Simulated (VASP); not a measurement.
Input:

```
AuZn
1.0
    3.11286     0.00000     0.00000
    0.00000     3.11286     0.00000
    0.00000     0.00000     3.11286
Zn Au
1 1
Direct
  0.50000   0.50000   0.50000
  0.00000   0.00000   0.00000
```

Computed with PBE GGA with D4 dispersion, VASP's PBE PAW potentials (set 64) (plane waves; VASP). Numerical set-up: 520 eV cut-off, 12×12×12 Γ-centred mesh, first-order Methfessel-Paxton smearing of 0.10 eV, potentials Zn Au.

**Question.** Give the stress tensor in GPa (positive for a compressed cell).

**Answer.** 
```
4.58  0.00  0.00
0.00  4.58  0.00
0.00  0.00  4.58
```
The pressure is its mean diagonal, 4.58 GPa.

The compound is AuZn in the CsCl type structure. This cell is one point of a volume scan, at 0.97 of the reference volume. The electron count is odd and the run is not spin-polarised, which forces a metal.
